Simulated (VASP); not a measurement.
Input of a VASP 6.6.1 run:

Contents of INCAR:

```
  PREC = Accurate
  ENCUT = 600
  EDIFF = 1E-7
  ISMEAR = 0
  SIGMA = 0.1
  LREAL = F
  LASPH = T
  NELM = 80
  ALGO = Normal
  ISIF = 3
  LWAVE = F
  LCHARG = F
  GGA = PE
  IBRION = 2
  NSW = 80
  EDIFFG = -0.004
```

KPOINTS

```
Automatic mesh
0
Gamma
  18 18 18
```

Contents of POSCAR:

```
Au
1.0
    0.0000000000      2.0350000000      2.0350000000
    2.0350000000      0.0000000000      2.0350000000
    2.0350000000      2.0350000000      0.0000000000
Au
1
Direct
    0.0000000000      0.0000000000      0.0000000000
```

Potentials or basis: VASP PAW PBE potentials, release 64 (Au).

Run with:

```console
$ cat potpaw_PBE.64/Au/POTCAR > POTCAR
$ mpirun -np 1 vasp_std > vasp.out
```

**Question.** Estimate the band gap on the k mesh.

**Answer.** None (metal or under the smearing width).

**Question.** Predict the relaxed volume.

**Answer.** 17.95 Å³/atom.

**Question.** Predict the space group after relaxing (to 0.05 Å).

**Answer.** Fm-3m (No. 225).

Final structure:
```yaml
crystal:
  lattice:
    - [0.00000, 2.07814, 2.07814]
    - [2.07814, 0.00000, 2.07814]
    - [2.07814, 2.07814, 0.00000]
  atoms:
    - { symbol: Au, position: [0.00000, 0.00000, 0.00000] }
```

Spin-orbit coupling is left out, which matters for the levels of Au. PBE usually gives volumes a little too large and moduli too small.
